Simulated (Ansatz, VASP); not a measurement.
# Ge (Germanium) in two plane-wave programs

Wanted: the spread between two codes on one cell, functional and k mesh. The cell is taken from a series of runs on this material, whose earlier steps may have relaxed, scaled, displaced or heated it; both programs get it as it stands.

Program: Ansatz 0.2.0. Level of theory: plane waves, with VASP 6.6.1 beside it; zone-centre phonons at LDA. Results are calculated unless marked as measured.

### 1. The structure

The structure is cubic, space group Fd-3m (No. 227). Conventional cell: a = 5.732 Å, b = 5.732 Å, c = 5.732 Å, α = 90.00°, β = 90.00°, γ = 90.00°. Ge has 4 Ge at 2.48 Å nearest. That group holds within 0.01 Å; judged at 0.001 Å it is R-3m (No. 166).

### 2. VASP: zone-centre phonons, LDA

Second derivatives magnify differences that forces hide, and they need a tight electronic threshold.

Lines of VASP's logs that name or quote its potential files are left out, and so is its time.

Input file INCAR:

```
SYSTEM = Ge
PREC = Accurate
ENCUT = 500
EDIFF = 1E-08
NELM = 120
ISMEAR = 0
SIGMA = 0.015
LREAL = .FALSE.
ALGO = Normal
GGA = PW92
NBANDS = 20
LORBIT = 11
LWAVE = .FALSE.
LCHARG = .FALSE.
ISIF = 2
ISYM = 2
IBRION = 8
LASPH = .TRUE.
GGA_COMPAT = .FALSE.
KPAR = 2
```

Input file POSCAR:

```
Ge
1.0
   -0.0017593375      2.8649898705      2.8649898705
    2.8649898705     -0.0017593375      2.8649898705
    2.8649898705      2.8649898705     -0.0017593375
Ge
2
Direct
    0.4999186712      0.4999186712      0.4999186712
    0.7500813288      0.7500813288      0.7500813288
```

Input file KPOINTS:

```
Points of the shifted mesh
1728
Reciprocal
 0.0416666667  0.0416666667  0.0416666667 1
 0.0416666667  0.0416666667  0.1250000000 1
 0.0416666667  0.0416666667  0.2083333333 1
 0.0416666667  0.0416666667  0.2916666667 1
 0.0416666667  0.0416666667  0.3750000000 1
 0.0416666667  0.0416666667  0.4583333333 1
 0.0416666667  0.0416666667  0.5416666667 1
 0.0416666667  0.0416666667  0.6250000000 1
 0.0416666667  0.0416666667  0.7083333333 1
 0.0416666667  0.0416666667  0.7916666667 1
 0.0416666667  0.0416666667  0.8750000000 1
 0.0416666667  0.0416666667  0.9583333333 1
 0.0416666667  0.1250000000  0.0416666667 1
 0.0416666667  0.1250000000  0.1250000000 1
 0.0416666667  0.1250000000  0.2083333333 1
 0.0416666667  0.1250000000  0.2916666667 1
 0.0416666667  0.1250000000  0.3750000000 1
 0.0416666667  0.1250000000  0.4583333333 1
 0.0416666667  0.1250000000  0.5416666667 1
 0.0416666667  0.1250000000  0.6250000000 1
 0.0416666667  0.1250000000  0.7083333333 1
 0.0416666667  0.1250000000  0.7916666667 1
 0.0416666667  0.1250000000  0.8750000000 1
 0.0416666667  0.1250000000  0.9583333333 1
 0.0416666667  0.2083333333  0.0416666667 1
 0.0416666667  0.2083333333  0.1250000000 1
 0.0416666667  0.2083333333  0.2083333333 1
 0.0416666667  0.2083333333  0.2916666667 1
 0.0416666667  0.2083333333  0.3750000000 1
 0.0416666667  0.2083333333  0.4583333333 1
 0.0416666667  0.2083333333  0.5416666667 1
 0.0416666667  0.2083333333  0.6250000000 1
 0.0416666667  0.2083333333  0.7083333333 1
 0.0416666667  0.2083333333  0.7916666667 1
 0.0416666667  0.2083333333  0.8750000000 1
 0.0416666667  0.2083333333  0.9583333333 1
 0.0416666667  0.2916666667  0.0416666667 1
 0.0416666667  0.2916666667  0.1250000000 1
 0.0416666667  0.2916666667  0.2083333333 1
 0.0416666667  0.2916666667  0.2916666667 1
 0.0416666667  0.2916666667  0.3750000000 1
 0.0416666667  0.2916666667  0.4583333333 1
 0.0416666667  0.2916666667  0.5416666667 1
 0.0416666667  0.2916666667  0.6250000000 1
 0.0416666667  0.2916666667  0.7083333333 1
 0.0416666667  0.2916666667  0.7916666667 1
 0.0416666667  0.2916666667  0.8750000000 1
 0.0416666667  0.2916666667  0.9583333333 1
 0.0416666667  0.3750000000  0.0416666667 1
 0.0416666667  0.3750000000  0.1250000000 1
 0.0416666667  0.3750000000  0.2083333333 1
 0.0416666667  0.3750000000  0.2916666667 1
 0.0416666667  0.3750000000  0.3750000000 1
 0.0416666667  0.3750000000  0.4583333333 1
 0.0416666667  0.3750000000  0.5416666667 1
 0.0416666667  0.3750000000  0.6250000000 1
 0.0416666667  0.3750000000  0.7083333333 1
 0.0416666667  0.3750000000  0.7916666667 1
 0.0416666667  0.3750000000  0.8750000000 1
 0.0416666667  0.3750000000  0.9583333333 1
 0.0416666667  0.4583333333  0.0416666667 1
 0.0416666667  0.4583333333  0.1250000000 1
 0.0416666667  0.4583333333  0.2083333333 1
 0.0416666667  0.4583333333  0.2916666667 1
 0.0416666667  0.4583333333  0.3750000000 1
 0.0416666667  0.4583333333  0.4583333333 1
 0.0416666667  0.4583333333  0.5416666667 1
 0.0416666667  0.4583333333  0.6250000000 1
 0.0416666667  0.4583333333  0.7083333333 1
 0.0416666667  0.4583333333  0.7916666667 1
 0.0416666667  0.4583333333  0.8750000000 1
 0.0416666667  0.4583333333  0.9583333333 1
 0.0416666667  0.5416666667  0.0416666667 1
 0.0416666667  0.5416666667  0.1250000000 1
 0.0416666667  0.5416666667  0.2083333333 1
 0.0416666667  0.5416666667  0.2916666667 1
 0.0416666667  0.5416666667  0.3750000000 1
 0.0416666667  0.5416666667  0.4583333333 1
 0.0416666667  0.5416666667  0.5416666667 1
 0.0416666667  0.5416666667  0.6250000000 1
 0.0416666667  0.5416666667  0.7083333333 1
 0.0416666667  0.5416666667  0.7916666667 1
 0.0416666667  0.5416666667  0.8750000000 1
 0.0416666667  0.5416666667  0.9583333333 1
 0.0416666667  0.6250000000  0.0416666667 1
 0.0416666667  0.6250000000  0.1250000000 1
 0.0416666667  0.6250000000  0.2083333333 1
 0.0416666667  0.6250000000  0.2916666667 1
 0.0416666667  0.6250000000  0.3750000000 1
 0.0416666667  0.6250000000  0.4583333333 1
 0.0416666667  0.6250000000  0.5416666667 1
 0.0416666667  0.6250000000  0.6250000000 1
 0.0416666667  0.6250000000  0.7083333333 1
 0.0416666667  0.6250000000  0.7916666667 1
 0.0416666667  0.6250000000  0.8750000000 1
 0.0416666667  0.6250000000  0.9583333333 1
 0.0416666667  0.7083333333  0.0416666667 1
 0.0416666667  0.7083333333  0.1250000000 1
 0.0416666667  0.7083333333  0.2083333333 1
 0.0416666667  0.7083333333  0.2916666667 1
 0.0416666667  0.7083333333  0.3750000000 1
 0.0416666667  0.7083333333  0.4583333333 1
 0.0416666667  0.7083333333  0.5416666667 1
 0.0416666667  0.7083333333  0.6250000000 1
 0.0416666667  0.7083333333  0.7083333333 1
 0.0416666667  0.7083333333  0.7916666667 1
 0.0416666667  0.7083333333  0.8750000000 1
 0.0416666667  0.7083333333  0.9583333333 1
 0.0416666667  0.7916666667  0.0416666667 1
 0.0416666667  0.7916666667  0.1250000000 1
 0.0416666667  0.7916666667  0.2083333333 1
 0.0416666667  0.7916666667  0.2916666667 1
[... 1390 lines left out ...]
 0.8750000000  0.4583333333  0.1250000000 1
 0.8750000000  0.4583333333  0.2083333333 1
 0.8750000000  0.4583333333  0.2916666667 1
 0.8750000000  0.4583333333  0.3750000000 1
 0.8750000000  0.4583333333  0.4583333333 1
 0.8750000000  0.4583333333  0.5416666667 1
 0.8750000000  0.4583333333  0.6250000000 1
 0.8750000000  0.4583333333  0.7083333333 1
 0.8750000000  0.4583333333  0.7916666667 1
 0.8750000000  0.4583333333  0.8750000000 1
 0.8750000000  0.4583333333  0.9583333333 1
 0.8750000000  0.5416666667  0.0416666667 1
 0.8750000000  0.5416666667  0.1250000000 1
 0.8750000000  0.5416666667  0.2083333333 1
 0.8750000000  0.5416666667  0.2916666667 1
 0.8750000000  0.5416666667  0.3750000000 1
 0.8750000000  0.5416666667  0.4583333333 1
 0.8750000000  0.5416666667  0.5416666667 1
 0.8750000000  0.5416666667  0.6250000000 1
 0.8750000000  0.5416666667  0.7083333333 1
 0.8750000000  0.5416666667  0.7916666667 1
 0.8750000000  0.5416666667  0.8750000000 1
 0.8750000000  0.5416666667  0.9583333333 1
 0.8750000000  0.6250000000  0.0416666667 1
 0.8750000000  0.6250000000  0.1250000000 1
 0.8750000000  0.6250000000  0.2083333333 1
 0.8750000000  0.6250000000  0.2916666667 1
 0.8750000000  0.6250000000  0.3750000000 1
 0.8750000000  0.6250000000  0.4583333333 1
 0.8750000000  0.6250000000  0.5416666667 1
 0.8750000000  0.6250000000  0.6250000000 1
 0.8750000000  0.6250000000  0.7083333333 1
 0.8750000000  0.6250000000  0.7916666667 1
 0.8750000000  0.6250000000  0.8750000000 1
 0.8750000000  0.6250000000  0.9583333333 1
 0.8750000000  0.7083333333  0.0416666667 1
 0.8750000000  0.7083333333  0.1250000000 1
 0.8750000000  0.7083333333  0.2083333333 1
 0.8750000000  0.7083333333  0.2916666667 1
 0.8750000000  0.7083333333  0.3750000000 1
 0.8750000000  0.7083333333  0.4583333333 1
 0.8750000000  0.7083333333  0.5416666667 1
 0.8750000000  0.7083333333  0.6250000000 1
 0.8750000000  0.7083333333  0.7083333333 1
 0.8750000000  0.7083333333  0.7916666667 1
 0.8750000000  0.7083333333  0.8750000000 1
 0.8750000000  0.7083333333  0.9583333333 1
 0.8750000000  0.7916666667  0.0416666667 1
 0.8750000000  0.7916666667  0.1250000000 1
 0.8750000000  0.7916666667  0.2083333333 1
 0.8750000000  0.7916666667  0.2916666667 1
 0.8750000000  0.7916666667  0.3750000000 1
 0.8750000000  0.7916666667  0.4583333333 1
 0.8750000000  0.7916666667  0.5416666667 1
 0.8750000000  0.7916666667  0.6250000000 1
 0.8750000000  0.7916666667  0.7083333333 1
 0.8750000000  0.7916666667  0.7916666667 1
 0.8750000000  0.7916666667  0.8750000000 1
 0.8750000000  0.7916666667  0.9583333333 1
 0.8750000000  0.8750000000  0.0416666667 1
 0.8750000000  0.8750000000  0.1250000000 1
 0.8750000000  0.8750000000  0.2083333333 1
 0.8750000000  0.8750000000  0.2916666667 1
 0.8750000000  0.8750000000  0.3750000000 1
 0.8750000000  0.8750000000  0.4583333333 1
 0.8750000000  0.8750000000  0.5416666667 1
 0.8750000000  0.8750000000  0.6250000000 1
 0.8750000000  0.8750000000  0.7083333333 1
 0.8750000000  0.8750000000  0.7916666667 1
 0.8750000000  0.8750000000  0.8750000000 1
 0.8750000000  0.8750000000  0.9583333333 1
 0.8750000000  0.9583333333  0.0416666667 1
 0.8750000000  0.9583333333  0.1250000000 1
 0.8750000000  0.9583333333  0.2083333333 1
 0.8750000000  0.9583333333  0.2916666667 1
 0.8750000000  0.9583333333  0.3750000000 1
 0.8750000000  0.9583333333  0.4583333333 1
 0.8750000000  0.9583333333  0.5416666667 1
 0.8750000000  0.9583333333  0.6250000000 1
 0.8750000000  0.9583333333  0.7083333333 1
 0.8750000000  0.9583333333  0.7916666667 1
 0.8750000000  0.9583333333  0.8750000000 1
 0.8750000000  0.9583333333  0.9583333333 1
 0.9583333333  0.0416666667  0.0416666667 1
 0.9583333333  0.0416666667  0.1250000000 1
 0.9583333333  0.0416666667  0.2083333333 1
 0.9583333333  0.0416666667  0.2916666667 1
 0.9583333333  0.0416666667  0.3750000000 1
 0.9583333333  0.0416666667  0.4583333333 1
 0.9583333333  0.0416666667  0.5416666667 1
 0.9583333333  0.0416666667  0.6250000000 1
 0.9583333333  0.0416666667  0.7083333333 1
 0.9583333333  0.0416666667  0.7916666667 1
 0.9583333333  0.0416666667  0.8750000000 1
 0.9583333333  0.0416666667  0.9583333333 1
 0.9583333333  0.1250000000  0.0416666667 1
 0.9583333333  0.1250000000  0.1250000000 1
 0.9583333333  0.1250000000  0.2083333333 1
 0.9583333333  0.1250000000  0.2916666667 1
 0.9583333333  0.1250000000  0.3750000000 1
 0.9583333333  0.1250000000  0.4583333333 1
 0.9583333333  0.1250000000  0.5416666667 1
 0.9583333333  0.1250000000  0.6250000000 1
 0.9583333333  0.1250000000  0.7083333333 1
 0.9583333333  0.1250000000  0.7916666667 1
 0.9583333333  0.1250000000  0.8750000000 1
 0.9583333333  0.1250000000  0.9583333333 1
 0.9583333333  0.2083333333  0.0416666667 1
 0.9583333333  0.2083333333  0.1250000000 1
 0.9583333333  0.2083333333  0.2083333333 1
 0.9583333333  0.2083333333  0.2916666667 1
 0.9583333333  0.2083333333  0.3750000000 1
 0.9583333333  0.2083333333  0.4583333333 1
 0.9583333333  0.2083333333  0.5416666667 1
 0.9583333333  0.2083333333  0.6250000000 1
 0.9583333333  0.2083333333  0.7083333333 1
 0.9583333333  0.2083333333  0.7916666667 1
 0.9583333333  0.2083333333  0.8750000000 1
 0.9583333333  0.2083333333  0.9583333333 1
 0.9583333333  0.2916666667  0.0416666667 1
 0.9583333333  0.2916666667  0.1250000000 1
 0.9583333333  0.2916666667  0.2083333333 1
 0.9583333333  0.2916666667  0.2916666667 1
 0.9583333333  0.2916666667  0.3750000000 1
 0.9583333333  0.2916666667  0.4583333333 1
 0.9583333333  0.2916666667  0.5416666667 1
 0.9583333333  0.2916666667  0.6250000000 1
 0.9583333333  0.2916666667  0.7083333333 1
 0.9583333333  0.2916666667  0.7916666667 1
 0.9583333333  0.2916666667  0.8750000000 1
 0.9583333333  0.2916666667  0.9583333333 1
 0.9583333333  0.3750000000  0.0416666667 1
 0.9583333333  0.3750000000  0.1250000000 1
 0.9583333333  0.3750000000  0.2083333333 1
 0.9583333333  0.3750000000  0.2916666667 1
 0.9583333333  0.3750000000  0.3750000000 1
 0.9583333333  0.3750000000  0.4583333333 1
 0.9583333333  0.3750000000  0.5416666667 1
 0.9583333333  0.3750000000  0.6250000000 1
 0.9583333333  0.3750000000  0.7083333333 1
 0.9583333333  0.3750000000  0.7916666667 1
 0.9583333333  0.3750000000  0.8750000000 1
 0.9583333333  0.3750000000  0.9583333333 1
 0.9583333333  0.4583333333  0.0416666667 1
 0.9583333333  0.4583333333  0.1250000000 1
 0.9583333333  0.4583333333  0.2083333333 1
 0.9583333333  0.4583333333  0.2916666667 1
 0.9583333333  0.4583333333  0.3750000000 1
 0.9583333333  0.4583333333  0.4583333333 1
 0.9583333333  0.4583333333  0.5416666667 1
 0.9583333333  0.4583333333  0.6250000000 1
 0.9583333333  0.4583333333  0.7083333333 1
 0.9583333333  0.4583333333  0.7916666667 1
 0.9583333333  0.4583333333  0.8750000000 1
 0.9583333333  0.4583333333  0.9583333333 1
 0.9583333333  0.5416666667  0.0416666667 1
 0.9583333333  0.5416666667  0.1250000000 1
 0.9583333333  0.5416666667  0.2083333333 1
 0.9583333333  0.5416666667  0.2916666667 1
 0.9583333333  0.5416666667  0.3750000000 1
 0.9583333333  0.5416666667  0.4583333333 1
 0.9583333333  0.5416666667  0.5416666667 1
 0.9583333333  0.5416666667  0.6250000000 1
 0.9583333333  0.5416666667  0.7083333333 1
 0.9583333333  0.5416666667  0.7916666667 1
 0.9583333333  0.5416666667  0.8750000000 1
 0.9583333333  0.5416666667  0.9583333333 1
 0.9583333333  0.6250000000  0.0416666667 1
 0.9583333333  0.6250000000  0.1250000000 1
 0.9583333333  0.6250000000  0.2083333333 1
 0.9583333333  0.6250000000  0.2916666667 1
 0.9583333333  0.6250000000  0.3750000000 1
 0.9583333333  0.6250000000  0.4583333333 1
 0.9583333333  0.6250000000  0.5416666667 1
 0.9583333333  0.6250000000  0.6250000000 1
 0.9583333333  0.6250000000  0.7083333333 1
 0.9583333333  0.6250000000  0.7916666667 1
 0.9583333333  0.6250000000  0.8750000000 1
 0.9583333333  0.6250000000  0.9583333333 1
 0.9583333333  0.7083333333  0.0416666667 1
 0.9583333333  0.7083333333  0.1250000000 1
 0.9583333333  0.7083333333  0.2083333333 1
 0.9583333333  0.7083333333  0.2916666667 1
 0.9583333333  0.7083333333  0.3750000000 1
 0.9583333333  0.7083333333  0.4583333333 1
 0.9583333333  0.7083333333  0.5416666667 1
 0.9583333333  0.7083333333  0.6250000000 1
 0.9583333333  0.7083333333  0.7083333333 1
 0.9583333333  0.7083333333  0.7916666667 1
 0.9583333333  0.7083333333  0.8750000000 1
 0.9583333333  0.7083333333  0.9583333333 1
 0.9583333333  0.7916666667  0.0416666667 1
 0.9583333333  0.7916666667  0.1250000000 1
 0.9583333333  0.7916666667  0.2083333333 1
 0.9583333333  0.7916666667  0.2916666667 1
 0.9583333333  0.7916666667  0.3750000000 1
 0.9583333333  0.7916666667  0.4583333333 1
 0.9583333333  0.7916666667  0.5416666667 1
 0.9583333333  0.7916666667  0.6250000000 1
 0.9583333333  0.7916666667  0.7083333333 1
 0.9583333333  0.7916666667  0.7916666667 1
 0.9583333333  0.7916666667  0.8750000000 1
 0.9583333333  0.7916666667  0.9583333333 1
 0.9583333333  0.8750000000  0.0416666667 1
 0.9583333333  0.8750000000  0.1250000000 1
 0.9583333333  0.8750000000  0.2083333333 1
 0.9583333333  0.8750000000  0.2916666667 1
 0.9583333333  0.8750000000  0.3750000000 1
 0.9583333333  0.8750000000  0.4583333333 1
 0.9583333333  0.8750000000  0.5416666667 1
 0.9583333333  0.8750000000  0.6250000000 1
 0.9583333333  0.8750000000  0.7083333333 1
 0.9583333333  0.8750000000  0.7916666667 1
 0.9583333333  0.8750000000  0.8750000000 1
 0.9583333333  0.8750000000  0.9583333333 1
 0.9583333333  0.9583333333  0.0416666667 1
 0.9583333333  0.9583333333  0.1250000000 1
 0.9583333333  0.9583333333  0.2083333333 1
 0.9583333333  0.9583333333  0.2916666667 1
 0.9583333333  0.9583333333  0.3750000000 1
 0.9583333333  0.9583333333  0.4583333333 1
 0.9583333333  0.9583333333  0.5416666667 1
 0.9583333333  0.9583333333  0.6250000000 1
 0.9583333333  0.9583333333  0.7083333333 1
 0.9583333333  0.9583333333  0.7916666667 1
 0.9583333333  0.9583333333  0.8750000000 1
 0.9583333333  0.9583333333  0.9583333333 1
```

PAW data sets: Ge_d (LDA family, release 64).

Started as:

```
> mpirun -np 2 vasp_std
```

Numbers of over 12 decimals in the logs are rounded to 6 here.

Log:

```text
[banner, memory and clock lines left out]
running    2 mpi-ranks, on    1 nodes
 distrk:  each k-point on    1 cores,    2 groups
 distr:  one band on    1 cores,    1 groups

 POSCAR found type information on POSCAR Ge
 POSCAR found :  1 types and       2 ions
|                                                                             |
|               ----> ADVICE to this user running VASP <----                  |
|                                                                             |
|     You enforced a specific xc type in the INCAR file but a different       |
|     [... a line on the potential file left out ...]
|     I HOPE YOU KNOW WHAT YOU ARE DOING!                                     |
|                                                                             |

 LDA part: xc-table for (Slater(with rela. corr.)+PW92), standard interpolation
 POSCAR, INCAR and KPOINTS ok, starting setup
 FFT: planning ... GRIDC
 FFT: planning ... GRID_SOFT
 FFT: planning ... GRID
 WAVECAR not read
 entering main loop
       N       E                     dE             d eps       ncg     rms          rms(c)
DAV:   1     0.184188702011E+03    0.18419E+03   -0.14793E+04 74064   0.364E+03
DAV:   2     0.153951181976E+02   -0.16879E+03   -0.16436E+03 69288   0.582E+02
DAV:   3    -0.968615297171E+01   -0.25081E+02   -0.24906E+02 77992   0.145E+02
DAV:   4    -0.105003121726E+02   -0.81416E+00   -0.81361E+00 77980   0.305E+01
DAV:   5    -0.105139080672E+02   -0.13596E-01   -0.13595E-01 77072   0.430E+00    0.310E+00
DAV:   6    -0.104092803092E+02    0.10463E+00   -0.34211E-02 77156   0.171E+00    0.178E+00
DAV:   7    -0.103557627927E+02    0.53518E-01   -0.68612E-02 71908   0.202E+00    0.135E-01
DAV:   8    -0.103563824609E+02   -0.61967E-03   -0.51493E-03 78920   0.873E-01    0.491E-02
DAV:   9    -0.103564344700E+02   -0.52009E-04   -0.82975E-05 76772   0.952E-02    0.125E-02
DAV:  10    -0.103564313280E+02    0.31421E-05   -0.89854E-06 93964   0.423E-02    0.384E-03
DAV:  11    -0.103564313343E+02   -0.63719E-08   -0.87221E-07 73856   0.843E-03    0.169E-03
DAV:  12    -0.103564313386E+02   -0.42501E-08   -0.55660E-08 73476   0.264E-03
   1 F= -.10356431E+02 E0= -.10356418E+02  d E =-.267793E-04
 Linear response reoptimize wavefunctions to high precision
DAV:   1    -0.103564313383E+02    0.31378E-09   -0.39927E-09 62520   0.695E-04
DAV:   2    -0.103564313383E+02   -0.57298E-10   -0.53923E-10 43988   0.261E-04
 Linear response DOF=           1
 Linear response progress:
  Degree of freedom:   1/  1
       N       E                     dE             d eps       ncg     rms          rms(c)
RMM:   1    -0.188447326627E+00   -0.18845E+00    0.82736E+00 85194   0.442E+01
RMM:   2    -0.195846248995E+00   -0.73989E-02   -0.12918E-02112268   0.105E+00    0.729E-02
RMM:   3    -0.195894001623E+00   -0.47753E-04   -0.90315E-04117883   0.309E-01    0.417E-02
RMM:   4    -0.195846185525E+00    0.47816E-04   -0.59307E-05125648   0.812E-02    0.442E-03
RMM:   5    -0.195850353158E+00   -0.41676E-05   -0.45182E-06122133   0.196E-02    0.215E-03
RMM:   6    -0.195857998373E+00   -0.76452E-05   -0.37455E-08124505   0.527E-03    0.328E-04
RMM:   7    -0.195857612239E+00    0.38613E-06   -0.26599E-08127668   0.175E-03    0.191E-04
RMM:   8    -0.195857243134E+00    0.36910E-06    0.88186E-09129007   0.635E-04    0.408E-05
RMM:   9    -0.195857154399E+00    0.88735E-07    0.20627E-08129314   0.281E-04    0.156E-05
RMM:  10    -0.195857258338E+00   -0.10394E-06   -0.48909E-09130194   0.133E-04    0.538E-06
RMM:  11    -0.195857291323E+00   -0.32985E-07   -0.12698E-08136268   0.748E-05    0.228E-06
RMM:  12    -0.195857308456E+00   -0.17132E-07   -0.58620E-09158398   0.485E-05    0.122E-06
RMM:  13    -0.195857320178E+00   -0.11723E-07   -0.39656E-09168368   0.366E-05    0.124E-07
RMM:  14    -0.195857318018E+00    0.21601E-08   -0.24115E-09158992   0.308E-05    0.220E-07
 first order change of Fermi-energy   0.15160E+01
 force on displaced ion       1 direction 1 :  -9.184  -0.515  -0.515
 Linear response finished
```

(Part 1 of 2 ends here.)

[Lines on the potential files, build, host, timing and source positions are cut from VASP's logs without a mark.]

[Logs are printed without paths, hosts, clocks, repeated set-up lines and the standing remarks that a program may print on its own settings, such as how far it seeks lower states.]

[Hosts, paths, dates, database ids (printed as entryN), source tags and the programs' standing remarks are cut or masked in the printed files.]
